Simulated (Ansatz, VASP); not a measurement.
## Si4Sb: VASP beside Ansatz

```
CELL_PARAMETERS angstrom
-3.07619 3.07619 3.07619
3.07619 -3.07619 3.07619
3.07619 3.07619 -3.07619
ATOMIC_POSITIONS crystal
Si 0.00000 0.00000 0.50000
Si 0.00000 0.50000 0.00000
Si 0.50000 0.00000 0.00000
Si 0.50000 0.50000 0.50000
Sb 0.00000 0.00000 0.00000
```

Change from the starting cell: species swapped into the CrGa4 type (Im-3m, No. 229).

Alike in both runs: task relaxation of cell and atoms; functional PBE; k mesh 10 × 10 × 10; occupations gaussian, width 0.1 eV; no spin polarisation.

|  | VASP | Ansatz |
| --- | --- | --- |
| version | VASP 6.6.1 | Ansatz 0.2.0 |
| potentials or method | VASP PAW PBE potentials, release 64 (Si, Sb) | scalar-relativistic, plane waves, PAW |
| plane-wave cutoff (eV) | 600 | 420 |
| valence electrons in the cell | 21 | 31 |

```tsv
	VASP	Ansatz	Ansatz less VASP
gap on the k mesh at the Fermi level, each at its own relaxed structure (eV)	none	none	-
relaxed volume (Å³/atom)	23.62	23.54	-0.082
relaxed cell length with the largest relative difference (Å)	5.354	5.347	-0.0062
```

A gap of «none» marks a metal or a gap that the smearing closes. The two sets of potentials don't hold the same shells in valence.

Spin-orbit coupling is left out, which matters for the levels of Sb.
